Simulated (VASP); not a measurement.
A convergence study with VASP on Pd (fcc): one setting is varied, all else stays as given below, so the limit is that of these other settings. Each run relaxes cell and ions from the cell shown.

```
CELL_PARAMETERS angstrom
      0.00000     1.94500     1.94500
      1.94500     0.00000     1.94500
      1.94500     1.94500     0.00000
ATOMIC_POSITIONS crystal
  Pd 0.00000 0.00000 0.00000
```

Computed with LDA (Ceperley-Alder, Perdew-Zunger), VASP's LDA PAW potentials (set 64) (plane waves; VASP 6.6.1). The tightest run used: 550 eV cut-off, 21×21×21 Γ-centred mesh, first-order Methfessel-Paxton smearing of 0.10 eV, potentials Pd.

### Question
The settings run are 3×3×3 mesh; 4×4×4 mesh; 5×5×5 mesh; 6×6×6 mesh; 7×7×7 mesh; 8×8×8 mesh; 9×9×9 mesh; 10×10×10 mesh; 11×11×11 mesh; 12×12×12 mesh; 13×13×13 mesh; 14×14×14 mesh; 15×15×15 mesh; 16×16×16 mesh; 17×17×17 mesh; 18×18×18 mesh; 19×19×19 mesh; 20×20×20 mesh; 21×21×21 mesh. From which on does the relaxed volume stay within 0.05 Å³/atom of the tightest run?

### Answer
From 9×9×9 mesh on: it is off by 0.026 there and by no more than 0.05 in any finer run, while 8×8×8 mesh is off by 0.068.
```csv
setting,relaxed volume (Å³/atom),E (eV/atom),irreducible k-points,difference judged (Å³/atom)
3×3×3 mesh,15.053,-5.6169,4,0.896
4×4×4 mesh,14.153,-6.6394,8,0.004
5×5×5 mesh,14.341,-6.3216,10,0.184
6×6×6 mesh,14.068,-6.5170,16,0.089
7×7×7 mesh,14.185,-6.4928,20,0.028
8×8×8 mesh,14.225,-6.4661,29,0.068
9×9×9 mesh,14.131,-6.5043,35,0.026
10×10×10 mesh,14.147,-6.5098,47,0.010
11×11×11 mesh,14.189,-6.4775,56,0.031
12×12×12 mesh,14.135,-6.4999,72,0.022
13×13×13 mesh,14.167,-6.4966,84,0.010
14×14×14 mesh,14.165,-6.4823,104,0.008
15×15×15 mesh,14.144,-6.5020,120,0.013
16×16×16 mesh,14.167,-6.4938,145,0.010
17×17×17 mesh,14.150,-6.4892,165,0.007
18×18×18 mesh,14.152,-6.4981,195,0.005
19×19×19 mesh,14.164,-6.4913,220,0.007
20×20×20 mesh,14.147,-6.4940,256,0.010
21×21×21 mesh,14.157,-6.4964,286,0.000
```

Left out are rungs that failed or repeat a setting and relaxations that didn't move; long series are thinned to 24 rows.

The compound is Pd in the fcc structure.
